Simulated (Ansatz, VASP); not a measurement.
## Two plane-wave programs on NbCd3

```
Nb Cd
1.0
     4.18542    0.00000    0.00000
     0.00000    4.18542    0.00000
     0.00000    0.00000    4.18542
Nb Cd
1 3
Direct
  0.00000 0.00000 0.00000
  0.00000 0.50000 0.50000
  0.50000 0.00000 0.50000
  0.50000 0.50000 0.00000
```

Alike in both runs: functional LDA; k mesh 8 × 8 × 8; occupations fermi-dirac, width 0.1 eV; no spin polarisation.

Ansatz relaxed the structure, and its values are those at the end. VASP's run is a single point on that final structure, the one shown.

|  | VASP | Ansatz |
| --- | --- | --- |
| version | VASP 6.6.1 | Ansatz 0.2.0 |
| potentials or method | VASP PAW LDA potentials, release 64 (Nb_sv, Cd) | PAW plane waves |
| plane-wave cutoff (eV) | 520 | 420 |
| valence electrons in the cell | 49 | 73 |

Ansatz gave:

- gap on the k mesh at the Fermi level (eV): none
- pressure (GPa): 0.0

Task: Which values does VASP return?

Result: gap on the k mesh at the Fermi level (eV): none; pressure (GPa): 0.9.

A gap of «none» marks a metal or a gap that the smearing closes. The two sets of potentials don't hold the same shells in valence. Ansatz warned: «pseudo_functional_mismatch».
